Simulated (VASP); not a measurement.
A VASP calculation is set up with these files.

### KPOINTS
```
Automatic
0
G
9 9 9
```

**INCAR**
```
SYSTEM=GaN
PREC=Accurate
GGA=PE   ! PBE
EDIFF=1E-6
LWAVE=.FALSE.
LMAXMIX=4   ! l cut-off of mixed one-centre charges
NELM=100   ! most electronic steps
LREAL=.FALSE.   ! projection in real space or not
ENCUT=520   ! plane-wave cut-off (eV)
ISIF=2
LCHARG=.FALSE.
ALGO=Normal   ! blocked Davidson
ISMEAR=0   ! Gaussian
SIGMA=0.05
LASPH=.TRUE.
NBANDS=26
```

**POSCAR**
```
GaN
1
    0.0000000000     2.2600000000     2.2600000000
    2.2600000000     0.0000000000     2.2600000000
    2.2600000000     2.2600000000     0.0000000000
Ga N
1 1
Direct
  0.0000000000   0.0000000000   0.0000000000
  0.2500000000   0.2500000000   0.2500000000
```

POTCAR, in this order: Ga_d N (PBE.64 set). Program: vasp_std.

Task: Translate this PBE calculation to Ansatz.

Result: One equivalent input (not run):
Ansatz 0.2 input:
```yaml
crystal:
  lattice:
    - [0.0000000, 2.2600000, 2.2600000]
    - [2.2600000, 0.0000000, 2.2600000]
    - [2.2600000, 2.2600000, 0.0000000]
  atoms:
    - { symbol: Ga, position: [0.0000000, 0.0000000, 0.0000000] }
    - { symbol: N, position: [0.2500000, 0.2500000, 0.2500000] }
kpoints:
  mp_grid: { grid: [9, 9, 9] }
hamiltonian:
  xc: pbe
  pseudopotentials: { kind: paw }
scf:
  occupations: { method: gaussian, width: 0.05 }
  max_iter: 100
output: { forces: true, stress: true, eigenvalues: true }
```
Limits of the translation: each code has its own PAW files, so the cut-off isn't converted (ENCUT is set for VASP's; basis.ecutwfc is left out, and Ansatz then takes the one that its files recommend); Ansatz stops its SCF on the density residual and VASP on the energy change (EDIFF); the number of bands isn't carried over, since the valence differs with the files.

The compound is GaN in the zinc blende structure, a metastable form; wurtzite is the usual one. The cell was not relaxed at this level. The run is one of a series of settings (NBANDS = 26 against the base run), some of them coarse on purpose.
